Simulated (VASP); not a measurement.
The system is SnSe2.

```
Sn Se
1.0
     3.86439    0.00000    0.00000
    -1.93219    3.34666    0.00000
     0.00000    0.00000    6.22196
Sn Se
1 2
Direct
  0.00000 0.00000 0.00000
  0.33330 0.66670 0.24900
  0.66670 0.33330 0.75100
```

* Program: VASP 6.6.1
* Task: relaxation of cell and atoms
* Functional: r2SCAN
* Potentials or basis: VASP PAW PBE potentials, release 64 (Sn_d, Se)
* Cutoff: 600 eV
* k mesh: 5 × 5 × 3
* Occupations: gaussian, width 0.1491 eV
* Spin: no spin polarisation

At the start: pressure 0.6 GPa; volume 26.82 Å³/atom.

Q: How do energy, volume and symmetry change on relaxing?

A: Over 14 steps the energy falls by 3.8 meV/atom and the volume is 27.87 Å³/atom (+3.9 %); space group P-3m1 (No. 164, to 0.05 Å).

The path:
```
step  energy change (eV)  largest force (eV/Å)  pressure (GPa)  volume (Å³)
   1              0.0000                0.1037            0.60        80.47
   2             -0.0036                0.1328           -0.51        81.63
   3             -0.0040                0.0788           -0.26        81.36
   4             -0.0059                0.0856           -0.01        81.18
   5             -0.0062                0.0889            0.13        81.07
   6             -0.0073                0.0710            0.16        81.29
   7             -0.0096                0.0155            0.21        81.94
   8             -0.0104                0.0949            0.35        83.25
   9             -0.0106                0.0660            0.31        82.90
  10             -0.0112                0.0269            0.05        83.39
  11             -0.0113                0.0050           -0.09        83.67
  12             -0.0113                0.0074           -0.07        83.64
  13             -0.0114                0.0027           -0.05        83.63
  14             -0.0115                0.0070           -0.01        83.61
```

Final structure:
```
Sn Se
1.0
     3.84889   -0.00001    0.00010
    -1.92445    3.33323   -0.00010
     0.00015   -0.00008    6.51739
Sn Se
1 2
Direct
  0.00000 0.00000 0.00000
  0.33332 0.66668 0.24101
  0.66668 0.33332 0.75899
```

Caveat: the PAW data sets were made with another functional, which shifts forces and pressure a little.
